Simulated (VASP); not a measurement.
VASP ran on this input.

POSCAR:
```
NbTi3C4
1
    4.3389617157     0.0000000000     0.0000000000
    0.0000000000     4.3389617157     0.0000000000
    0.0000000000     0.0000000000     4.3389617157
Ti C Nb
3 4 1
Direct
  0.0000000000   0.0000000000   0.0000000000
  0.5000000000   0.5000000000   0.0000000000
  0.5000000000   0.0000000000   0.5000000000
  0.5000000000   0.5000000000   0.5000000000
  0.0000000000   0.0000000000   0.5000000000
  0.0000000000   0.5000000000   0.0000000000
  0.5000000000   0.0000000000   0.0000000000
  0.0000000000   0.5000000000   0.5000000000
```

INCAR:
```
SYSTEM = NbTi3C4
PREC = Accurate; ENCUT = 520; LREAL = .FALSE.
LASPH = .TRUE.
EDIFF = 1E-7; NELM = 100; ALGO = Normal
LMAXMIX = 4
ISMEAR = -5
GGA = PS
ISIF = 2
LWAVE = .FALSE.; LCHARG = .TRUE.; LORBIT = 11
NEDOS = 601
LEFG = .TRUE.
```

**KPOINTS**
```
Automatic mesh
0
Gamma
8 8 8
0 0 0
```

POTCAR, in this order: Ti_sv C Nb_sv (PBE.64 set). Program: vasp_std.

### Question
Write an equivalent input for Ansatz.

### Answer
One equivalent input (not run):
Ansatz 0.2 input:
```yaml
crystal:
  lattice:
    - [4.3389617, 0.0000000, 0.0000000]
    - [0.0000000, 4.3389617, 0.0000000]
    - [0.0000000, 0.0000000, 4.3389617]
  atoms:
    - { symbol: Ti, position: [0.0000000, 0.0000000, 0.0000000] }
    - { symbol: Ti, position: [0.5000000, 0.5000000, 0.0000000] }
    - { symbol: Ti, position: [0.5000000, 0.0000000, 0.5000000] }
    - { symbol: C, position: [0.5000000, 0.5000000, 0.5000000] }
    - { symbol: C, position: [0.0000000, 0.0000000, 0.5000000] }
    - { symbol: C, position: [0.0000000, 0.5000000, 0.0000000] }
    - { symbol: C, position: [0.5000000, 0.0000000, 0.0000000] }
    - { symbol: Nb, position: [0.0000000, 0.5000000, 0.5000000] }
kpoints:
  mp_grid: { grid: [8, 8, 8] }
hamiltonian:
  xc: pbesol
  pseudopotentials: { kind: paw }
scf:
  occupations: { method: tetrahedron }
  max_iter: 100
output: { forces: true, stress: true, eigenvalues: true }
```
What does not carry over: each code has its own PAW files, so the cut-off isn't converted (ENCUT is set for VASP's; basis.ecutwfc is left out, and Ansatz then takes the one that its files recommend); Ansatz stops its SCF on the density residual and VASP on the energy change (EDIFF); the field gradients of LEFG aren't asked of the other code.

The structure was generated: NbTi3C4 was put into an ordered model structure (Pm-3m), which need not be its known phase. It was relaxed first.
